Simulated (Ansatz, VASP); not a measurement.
**One calculation of SiWSN2, two programs**

```
CELL_PARAMETERS angstrom
3.55301 0.00000 0.00000
0.00000 3.55301 0.00000
0.00000 0.00000 4.56395
ATOMIC_POSITIONS crystal
Si 0.00000 0.00000 0.00000
W 0.50000 0.50000 0.50000
S 0.00000 0.00000 0.50000
N 0.50000 0.00000 0.00000
N 0.00000 0.50000 0.00000
```

Alike in both runs: functional PBE; k mesh 6 × 6 × 4; occupations gaussian, width 0.1 eV; no spin polarisation.

Ansatz relaxed the structure, and its values are those at the end. VASP's run is a single point on that final structure, the one shown.

|  | VASP | Ansatz |
| --- | --- | --- |
| version | VASP 6.6.1 | Ansatz 0.2.0 |
| potentials or method | VASP PAW PBE potentials, release 64 (Si, W_sv, S, N) | scalar-relativistic, plane waves, PAW |
| plane-wave cutoff (eV) | 520 | 420 |
| valence electrons in the cell | 34 | 34 |

```tsv
	VASP	Ansatz	Ansatz less VASP
gap on the k mesh at the Fermi level (eV)	none	none	-
pressure (GPa)	0.0	0.1	+0.04
```

A gap of «none» marks a metal or a gap that the smearing closes.

The runs have no spin-orbit coupling, so splittings on W are missing.
